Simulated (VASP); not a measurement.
Calculation: HSE06 screened hybrid, VASP's PBE PAW potentials (set 64) (plane waves; VASP).

VASP input:

File KPOINTS:
```
Regular mesh
0
G
  2 2 2
0 0 0
```

**INCAR**
```
# general
SYSTEM   = Bi2Te3
PREC     = Accurate
ENCUT    = 300
LREAL    = .FALSE.
LASPH    = .TRUE.
ISYM     = 3

# electronic loop
EDIFF    = 1E-6
NELM     = 100
ALGO     = Normal
LMAXMIX  = 4

# smearing
ISMEAR   = 0
SIGMA    = 0.05

# functional
GGA      = PE
LHFCALC  = .TRUE.
AEXX     = 0.25
HFSCREEN = 0.2
PRECFOCK = Fast

# ions
ISIF     = 2

# output
LWAVE    = .FALSE.
LCHARG   = .FALSE.
```

File POSCAR:
```
Bi2Te3
1.0
  2.1997870000   1.2700470000  10.7072730000
 -2.1997870000   1.2700470000  10.7072730000
  0.0000000000  -2.5400960000  10.7072730000
Bi Te
2 3
Cart
 -0.0000000000  -0.0000012063  19.3749175662
 -0.0000000000  -0.0000007937  12.7469014338
 -0.0000000000  -0.0000015664  25.1575837881
 -0.0000000000  -0.0000004336   6.9642352119
  0.0000000000   0.0000000000   0.0000000000
```

POTCAR, in this order: Bi_d Te (PBE.64 set). Program: vasp_std.

What VASP printed:

OUTCAR:
```
 ion  position               nearest neighbor table
   1  0.603  0.603  0.603-   4 3.06   4 3.06   4 3.06   5 3.26   5 3.26   5 3.26
   2  0.397  0.397  0.397-   3 3.06   3 3.06   3 3.06   5 3.26   5 3.26   5 3.26
   3  0.783  0.783  0.783-   2 3.06   2 3.06   2 3.06
   4  0.217  0.217  0.217-   1 3.06   1 3.06   1 3.06
   5  0.000  0.000  0.000-   1 3.26   2 3.26   1 3.26   1 3.26   2 3.26   2 3.26
  LATTYP: Found a trigonal (rhomboedric) cell.
 ALAT       =    11.0044435263
 COS(alpha) =     0.9200800687
 Subroutine PRICEL returns:
 Original cell was already a primitive cell.
 Subroutine GETGRP returns: Found 12 space group operations
The static configuration has the point symmetry D_3d.
The dynamic configuration has the point symmetry D_3d.
 Subroutine INISYM returns: Found 12 space group operations
 Subroutine IBZKPT returns following result:
 Found      4 irreducible k-points:

 Following reciprocal coordinates:
            Coordinates               Weight
  0.000000  0.000000  0.000000      1.000000
  0.500000  0.000000  0.000000      3.000000
  0.500000  0.500000  0.000000      3.000000
  0.500000  0.500000  0.500000      1.000000
 Subroutine IBZKPT_HF returns following result:
   k-points           NKPTS =      4   k-points in BZ     NKDIM =      8   number of bands    NBANDS=     28
   number of dos      NEDOS =    301   number of ions     NIONS =      5
   total plane-waves  NPLWV = 262144
   dimension x,y,z NGX =    64 NGY =   64 NGZ =   64
   dimension x,y,z NGXF=   128 NGYF=  128 NGZF=  128
   ions per type =               2   3
   PREC   = accura    normal or accurate (medium, high low for compatibility)
   ISTART =      0    job   : 0-new  1-cont  2-samecut
   ICHARG =      2    charge: 1-file 2-atom 10-const
   ISPIN  =      1    spin polarized calculation?
   LNONCOLLINEAR =      F non collinear calculations
   LSORBIT =      F    spin-orbit coupling
   INIWAV =      1    electr: 0-lowe 1-rand  2-diag
   ENCUT  =  300.0 eV  22.05 Ry    4.70 a.u.  15.54 15.54 15.54*2*pi/ulx,y,z
   NELM   =    100;   NELMIN=  2; NELMDL= -5     # of ELM steps
...
```

OSZICAR:
```
       N       E                     dE             d eps       ncg     rms          rms(c)
DAV:   1    -0.827927282592E+04   -0.82793E+04   -0.17656E+04   248   0.113E+03
DAV:   2    -0.860774578478E+04   -0.32847E+03   -0.32007E+03   260   0.320E+02
DAV:   3    -0.864054135411E+04   -0.32796E+02   -0.31830E+02   280   0.118E+02
DAV:   4    -0.864206388718E+04   -0.15225E+01   -0.15127E+01   296   0.239E+01
DAV:   5    -0.218163268088E+02    0.86202E+04   -0.29736E+01   260   0.540E+01    0.335E+01
DAV:   6    -0.214259823994E+02    0.39034E+00   -0.24608E+00   276   0.956E+00    0.146E+01
DAV:   7    -0.215571541348E+02   -0.13117E+00   -0.97487E-01   276   0.374E+00    0.813E+00
DAV:   8    -0.215534978504E+02    0.36563E-02   -0.94707E-02   252   0.178E+00    0.566E+00
DAV:   9    -0.215473567997E+02    0.61411E-02   -0.47946E-02   292   0.106E+00    0.362E+00
DAV:  10    -0.215488544448E+02   -0.14976E-02   -0.13120E-02   248   0.454E-01    0.193E+00
DAV:  11    -0.215478561329E+02    0.99831E-03   -0.19131E-03   252   0.300E-01    0.110E+00
DAV:  12    -0.215479709888E+02   -0.11486E-03   -0.19324E-03   280   0.185E-01    0.587E-01
DAV:  13    -0.215480059538E+02   -0.34965E-04   -0.21999E-04   256   0.739E-02    0.367E-01
DAV:  14    -0.215479908889E+02    0.15065E-04   -0.55384E-05   256   0.500E-02    0.220E-01
DAV:  15    -0.215480064428E+02   -0.15554E-04   -0.56728E-05   220   0.303E-02    0.131E-01
DAV:  16    -0.215480126267E+02   -0.61839E-05   -0.59117E-06   228   0.147E-02    0.796E-02
DAV:  17    -0.215480153779E+02   -0.27512E-05   -0.27075E-06   200   0.109E-02    0.497E-02
DAV:  18    -0.215480173002E+02   -0.19224E-05   -0.18198E-06   188   0.661E-03    0.323E-02
DAV:  19    -0.215480182031E+02   -0.90282E-06   -0.28384E-07   148   0.391E-03
   1 F= -.21548018E+02 E0= -.21548018E+02  d E =-.237278E-19
```

File OUTCAR:
```
------------------------ aborting loop because EDIFF is reached ----------------------------------------
  FORCE on cell =-STRESS in cart. coord.  units (eV):
  Direction    XX          YY          ZZ          XY          YZ          ZX
  --------------------------------------------------------------------------------------
  Total        3.4315800      3.4315803     -3.6001483      0.0000000      0.0000002      0.0000000
  in kB       30.6318997     30.6319021    -32.1366201      0.0000000      0.0000020      0.0000000
  external PRESSURE =       9.7090606 kB  Pullay stress =       0.0000000 kB
  volume of cell :      179.49
      direct lattice vectors                 reciprocal lattice vectors
     2.199787000  1.270047000 10.707273000     0.227294734  0.131228670  0.031131495
    -2.199787000  1.270047000 10.707273000    -0.227294734  0.131228670  0.031131495
     0.000000000 -2.540096000 10.707273000     0.000000000 -0.262457341  0.031131471
 POSITION                                       TOTAL-FORCE (eV/Angst)
 -----------------------------------------------------------------------------------
      0.00000     -0.00000     19.37492         0.000000      0.000000     -0.334757
      0.00000     -0.00000     12.74690         0.000000     -0.000000      0.334757
      0.00000     -0.00000     25.15758         0.000000      0.000000     -0.882789
      0.00000     -0.00000      6.96424         0.000000     -0.000000      0.882789
      0.00000      0.00000      0.00000        -0.000000      0.000000      0.000000
 -----------------------------------------------------------------------------------
    total drift:                                0.000001     -0.000006     -0.000001
  FREE ENERGIE OF THE ION-ELECTRON SYSTEM (eV)
  ---------------------------------------------------
  free  energy   TOTEN  =       -21.5480182031 eV

  energy  without entropy=      -21.5480182031  energy(sigma->0) =      -21.54801820

  exchange ACFDT corr.  =         0.00000000  see jH, gK, PRB 81, 115126
```
(Selected blocks of OUTCAR.)

**OUTCAR**
```
 val. band max:        4.9302039533   @ k =   0.0000   0.0000   0.0000

 cond. band min:       5.9939433623   @ k =   0.0000   0.0000   0.0000


 Fermi energy:         5.2446085579

 k-point     1 :       0.0000    0.0000    0.0000
  band No.  band energies     occupation
      1     -20.0211      2.00000
      2     -20.0200      2.00000
      3     -20.0151      2.00000
      4     -20.0151      2.00000
      5     -20.0142      2.00000
      6     -20.0142      2.00000
      7     -19.9885      2.00000
      8     -19.9885      2.00000
      9     -19.9885      2.00000
     10     -19.9885      2.00000
     11      -9.2455      2.00000
     12      -8.6027      2.00000
     13      -6.9482      2.00000
     14      -4.5208      2.00000
     15      -3.6009      2.00000
     16       2.9733      2.00000
     17       3.0043      2.00000
     18       3.2231      2.00000
     19       3.2231      2.00000
     20       3.4188      2.00000
     21       3.4188      2.00000
     22       4.1615      2.00000
     23       4.1615      2.00000
     24       4.9302      2.00000
     25       5.9939      0.00000
     26       6.5562      0.00000
     27       6.5562      0.00000
     28       7.6544      0.00000

 k-point     2 :       0.5000    0.0000    0.0000
  band No.  band energies     occupation
      1     -20.0302      2.00000
      2     -20.0274      2.00000
      3     -20.0182      2.00000
      4     -20.0147      2.00000
      5     -20.0140      2.00000
      6     -20.0134      2.00000
      7     -19.9883      2.00000
      8     -19.9876      2.00000
      9     -19.9742      2.00000
     10     -19.9739      2.00000
     11      -7.2938      2.00000
     12      -7.2685      2.00000
     13      -6.7266      2.00000
     14      -5.8460      2.00000
     15      -5.3851      2.00000
     16      -0.3451      2.00000
     17       1.4804      2.00000
     18       1.5215      2.00000
     19       1.6573      2.00000
     20       2.1685      2.00000
...
```

At this cut-off the stress carries a Pulay error, which pulls relaxed volumes low.  Unless said otherwise, spin-orbit coupling is left out, though it shifts the bands of the heavy elements here.

The structure comes from a computed database's Bi2Te3 entry; how it stands against other phases isn't given here. The cell was not relaxed at this level. The k-mesh is coarse (spacing up to 0.83 per Å, 2π included), so the numbers may not be converged in it. The run is one of a series of settings (KPOINTS 2×2×2 Γ-centred mesh against the base run), some of them coarse on purpose.
